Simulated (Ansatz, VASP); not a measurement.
# MgSiS3: VASP beside Ansatz, part 3 of 3

Wanted: the spread between two codes on one cell, functional and k mesh. The cell is generated by rule, not measured, and may not be a known phase. The cell is taken from a series of runs on this material, whose earlier steps may have relaxed, scaled, displaced or heated it; both programs get it as it stands.

VASP 6.6.1 and Ansatz 0.2.0.

So far: VASP: relaxation of cell and atoms, LDA, pair 1; Ansatz: relaxation of cell and atoms, LDA, pair 1; Differences; VASP: relaxation of cell and atoms, LDA, pair 2; Ansatz: relaxation of cell and atoms, LDA, pair 2; Side by side.

## Step 8: Ansatz: relaxation of cell and atoms, LDA, pair 3

Level of this step: Ansatz beside VASP: Kohn-Sham DFT, plane waves, LDA (Ansatz).

The relaxed volume is the usual yardstick between codes: in a stiff, nearly cubic crystal its relative difference is about their pressure difference at one cell divided by the bulk modulus. Its start cell is another than that of the pair before, and may be another structure of the material.

The cell is taken from a series of runs on this material, whose earlier steps may have relaxed, scaled, displaced or heated it; both programs get it as it stands.

input.yaml reads:

```yaml
crystal:
  lattice:
    - [4.3691251049, 0.0, 0.0]
    - [0.0, 4.3691251049, 0.0]
    - [0.0, 0.0, 9.31003751]
  atoms:
    - { symbol: Mg, position: [0.0, 0.0, 0.0] }
    - { symbol: Mg, position: [0.0, 0.0, 0.5] }
    - { symbol: Si, position: [0.5, 0.5, 0.25] }
    - { symbol: Si, position: [0.5, 0.5, 0.75] }
    - { symbol: S, position: [0.5, 0.5, 0.0] }
    - { symbol: S, position: [0.5, 0.5, 0.5] }
    - { symbol: S, position: [0.5, 0.0, 0.1821578682] }
    - { symbol: S, position: [0.5, 0.0, 0.8178421318] }
    - { symbol: S, position: [0.0, 0.5, 0.3178421318] }
    - { symbol: S, position: [0.0, 0.5, 0.6821578682] }
kpoints:
  mp_grid: { grid: [8, 8, 4] }
hamiltonian:
  xc: lda
  pseudopotentials: { kind: paw, azcp: { folder: soft_1 }, xc_functional: pbe }
scf:
  occupations: { method: methfessel_paxton, width: 0.2 }
output:
  forces: true
  stress: true
  eigenvalues: true
relax:
  adjacent_minimum: "off"
  f_tol: 0.001
  max_steps: 60
  cell: { stress_tol: 0.01 }
```

The run is started by

```bash
ansatz run input.yaml --threads 4 --pin off --max-ram 16384MiB --backend cpu --events-out ev --progress --plain --runs-dir out
```

Numbers of over 12 decimals in the logs are rounded to 6 here.

Log:

```text
[...]
Crystal: 10 atoms, lattice volume = 177.722 Å³
Basis set: ecut = 420 eV, 3503 PW (Γ)
Bands: 42, of which v1, the nominal top of the filled ones, is band 32 counted from 1 (31 counted from 0)
Symmetry: 16 space group operations
[...]
k-points: 45 of 256
[...]
- { symbol: Mg, position: [0, 0, 0.500000] }
    - { symbol: Si, position: [0.500000, 0.500000, 0.250000] }
    - { symbol: Si, position: [0.500000, 0.500000, 0.750000] }
    - { symbol: S, position: [0.500000, 0.500000, 0] }
    - { symbol: S, position: [0.500000, 0.500000, 0.500000] }
    - { symbol: S, position: [0.500000, 0, 0.182177] }
    - { symbol: S, position: [0.500000, 0, 0.817823] }
    - { symbol: S, position: [0, 0.500000, 0.317823] }
    - { symbol: S, position: [0, 0.500000, 0.682177] }
[key lines of the parts left out:]
SCF converged after 6 iterations
Free energy (F): -10242.096772 eV
Fermi energy:    7.689660 eV
P = ⅓ Tr σ = -0.0007 GPa (-0.007 kbar)
```

## Step 9: VASP: relaxation of cell and atoms, LDA, pair 3

The same cell, functional (in two slightly different forms), mesh and smearing now go to VASP, with its own data sets.

INCAR reads:

```
SYSTEM = MgSiS3
PREC = Accurate
ENCUT = 600
EDIFF = 1E-07
NELM = 120
ISMEAR = 1
SIGMA = 0.2
LREAL = .FALSE.
ALGO = Normal
GGA = CA
NBANDS = 34
LORBIT = 11
LWAVE = .FALSE.
LCHARG = .FALSE.
ISIF = 3
IBRION = 2
NSW = 80
EDIFFG = -0.005
LASPH = .TRUE.
GGA_COMPAT = .FALSE.
NELMIN = 4
KPAR = 2
```

POSCAR reads:

```
MgSiS3
1.0
    4.3691250000      0.0000000000      0.0000000000
    0.0000000000      4.3691250000      0.0000000000
    0.0000000000      0.0000000000      9.3100380000
Mg Si S
2 2 6
Direct
    0.0000000000      0.0000000000      0.0000000000
    0.0000000000      0.0000000000      0.5000000000
    0.5000001144      0.5000001144      0.2499999463
    0.5000001144      0.5000001144      0.7499999463
    0.5000001144      0.5000001144      0.0000000000
    0.5000001144      0.5000001144      0.5000000000
    0.5000001144      0.0000000000      0.1821579031
    0.5000001144      0.0000000000      0.8178420969
    0.0000000000      0.5000001144      0.3178420969
    0.0000000000      0.5000001144      0.6821577957
```

KPOINTS reads:

```
Automatic mesh
0
Gamma
8 8 4
0 0 0
```

Potentials, in the order of the species: Mg, Si and S (LDA family, release 64).

The run is started by

```bash
mpirun -np 2 vasp_std
```

Log:

```text
[... set-up lines as in an earlier step ...]
 entering main loop
       N       E                     dE             d eps       ncg     rms          rms(c)
DAV:   1     0.237959152211E+03    0.23796E+03   -0.21948E+04  3060   0.136E+03
DAV:   2    -0.271537718243E+02   -0.26511E+03   -0.25030E+03  3960   0.212E+02
DAV:   3    -0.495648138815E+02   -0.22411E+02   -0.21917E+02  3890   0.640E+01
DAV:   4    -0.500623644250E+02   -0.49755E+00   -0.49496E+00  3944   0.108E+01
[...]
DAV:  14    -0.481607047679E+02    0.19216E-06   -0.29239E-07  3164   0.239E-03    0.157E-03
DAV:  15    -0.481607046292E+02    0.13865E-06   -0.55590E-08  2102   0.112E-03    0.511E-04
DAV:  16    -0.481607045536E+02    0.75659E-07   -0.95378E-09  1962   0.472E-04
   1 F= -.48160705E+02 E0= -.48157733E+02  d E =-.481607E+02
[...]
N       E                     dE             d eps       ncg     rms          rms(c)
DAV:   1    -0.481643751923E+02   -0.36706E-02   -0.62177E-02  3400   0.103E+00    0.437E-01
[...]
DAV:   6    -0.481611755157E+02    0.29182E-05   -0.25983E-06  3646   0.663E-03    0.812E-03
DAV:   7    -0.481611754482E+02    0.67563E-07   -0.20526E-07  2440   0.215E-03
   2 F= -.48161175E+02 E0= -.48158198E+02  d E =-.470895E-03
 trial-energy change:   -0.000471  1 .order   -0.000479   -0.001452    0.000494
 step:   0.7414(harm=  0.7462)  dis= 0.00003  next Energy=   -48.161239 (dE=-0.535E-03)
[...]
N       E                     dE             d eps       ncg     rms          rms(c)
DAV:   1    -0.481614549252E+02   -0.27941E-03   -0.41679E-03  3384   0.266E-01    0.113E-01
DAV:   2    -0.481612671191E+02    0.18781E-03   -0.43941E-04  3306   0.831E-02    0.338E-02
DAV:   3    -0.481612438860E+02    0.23233E-04   -0.90465E-05  3616   0.342E-02    0.128E-02
DAV:   4    -0.481612419342E+02    0.19518E-05   -0.29602E-06  3792   0.790E-03    0.791E-03
DAV:   5    -0.481612413948E+02    0.53934E-06   -0.35580E-07  3432   0.266E-03    0.432E-03
DAV:   6    -0.481612411992E+02    0.19564E-06   -0.15991E-07  2054   0.172E-03    0.180E-03
DAV:   7    -0.481612411906E+02    0.86225E-08   -0.25977E-08  1706   0.813E-04
   3 F= -.48161241E+02 E0= -.48158265E+02  d E =-.536637E-03
[...]
reached required accuracy - stopping structural energy minimisation
```

OUTCAR, selected parts (step 9):

```text
  Total        0.0124449      0.0124449     -0.0244893      0.0000000      0.0000000      0.0000000
  in kB        0.1125743      0.1125743     -0.2215251      0.0000000      0.0000000      0.0000000
  external PRESSURE =       0.0012078 kB  Pullay stress =       0.0000000 kB

 POSITION                                       TOTAL-FORCE (eV/Angst)
 -----------------------------------------------------------------------------------
      0.00000      0.00000      0.00000        -0.000000      0.000000      0.000000
      0.00000      0.00000      4.64963        -0.000000      0.000000      0.000000
      2.18211      2.18211      2.32482        -0.000000      0.000000      0.000000
      2.18211      2.18211      6.97445        -0.000000      0.000000      0.000000
      2.18211      2.18211      0.00000         0.000000      0.000000      0.000000
      2.18211      2.18211      4.64963         0.000000      0.000000      0.000000
      2.18211      0.00000      1.69396        -0.000000      0.000000      0.003008
      2.18211      0.00000      7.60531        -0.000000      0.000000     -0.003008
     -0.00000      2.18211      2.95567         0.000000      0.000000     -0.003008
     -0.00000      2.18211      6.34359         0.000000      0.000000      0.003008
 -----------------------------------------------------------------------------------
    total drift:                               -0.001299     -0.001299      0.000615

  FREE ENERGIE OF THE ION-ELECTRON SYSTEM (eV)
  ---------------------------------------------------
  free  energy   TOTEN  =       -48.1612411906 eV

  energy  without entropy=      -48.1523122674  energy(sigma->0) =      -48.15826488

[... 1 part as in an earlier step ...]

[... 3 further parts left out ...]
[key lines of the parts left out:]
E-fermi :   6.1217
```

## Step 10: Side by side

What differs besides the data sets and the points named for the pairs above, as far as they apply: the data sets hold 64 valence electrons in Ansatz (on its PAW soft_1 files) and 48 in VASP. Total energies have different zeros and are not compared.

The two programs side by side:

```tsv
quantity	Ansatz	VASP	difference
volume (Å³)	177.72	177.12	+0.34 %
edge a after relaxation, in the typed setting (Å)	4.369	4.364	+0.11 %
edge c after relaxation, in the typed setting (Å)	9.310	9.299	+0.12 %
```

## Step 11: Outcome

```
difference in volume (relaxation of cell and atoms, LDA, pair 1) : 0.32 %
difference in volume (relaxation of cell and atoms, LDA, pair 2) : 0.27 %
difference in volume (relaxation of cell and atoms, LDA, pair 3) : 0.34 %
```

**Reading.** The difference in volume is 0.34 % (relaxation of cell and atoms, LDA, pair 3), within the 1.2 % picked in this series as the mark of a large difference, as far as the stopping tolerances let one tell. The data sets hold unlike numbers of valence electrons (32 in Ansatz and 24 in VASP and 64 in Ansatz and 48 in VASP), so part of the differences comes from the potentials. 4 further runs of this series are not shown here. Such differences can come from data sets, numerical settings and the points named under the comparisons, not from the functional's error against experiment.

[Lines on the potential files, build, host, timing and source positions are cut from VASP's logs without a mark.]

[Logs are printed without paths, hosts, clocks, repeated set-up lines and the standing remarks that a program may print on its own settings, such as how far it seeks lower states.]

[Hosts, paths, dates, database ids (printed as entryN), source tags and the programs' standing remarks are cut or masked in the printed files.]
